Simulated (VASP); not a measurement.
AlAs (zinc blende): the lattice constant a from VASP (plane waves, PAW) at several levels of theory. Static lattice.

```json
[
 {"level": "LDA", "lattice constant a (Å)": "5.638", "error against measurement": "-0.2 %"},
 {"level": "PBE", "lattice constant a (Å)": "5.733", "error against measurement": "+1.5 %"},
 {"level": "PBEsol", "lattice constant a (Å)": "5.682", "error against measurement": "+0.6 %"},
 {"level": "RPBE", "lattice constant a (Å)": "5.774", "error against measurement": "+2.2 %"},
 {"level": "AM05", "lattice constant a (Å)": "5.688", "error against measurement": "+0.7 %"},
 {"level": "PBE-D3(BJ)", "lattice constant a (Å)": "5.669", "error against measurement": "+0.4 %"},
 {"level": "PBE-D4", "lattice constant a (Å)": "5.669", "error against measurement": "+0.3 %"},
 {"level": "optB88-vdW", "lattice constant a (Å)": "5.725", "error against measurement": "+1.3 %"},
 {"level": "rev-vdW-DF2", "lattice constant a (Å)": "5.712", "error against measurement": "+1.1 %"}
]
```

Measured: 5.649 Å at 0 K (as given by Daniel Mejia-Rodriguez et al., Physical Review B (2018), arXiv:1807.09216; static lattice: zero-point anharmonic expansion removed).

The cell of the LDA run:

```
CELL_PARAMETERS angstrom
      0.00000     2.81893     2.81893
      2.81893     0.00000     2.81893
      2.81893     2.81893     0.00000
ATOMIC_POSITIONS crystal
  Al 0.00000 0.00000 0.00000
  As 0.25000 0.25000 0.25000
```

Only levels that ran to the end are used. Left out are those held back, those with too coarse a band path, GW runs whose mesh misses a band edge, hybrids' fits of cells that aren't cubic and levels without matching references; a question may draw on a part of the rest.

The compound is AlAs in the zinc blende structure.
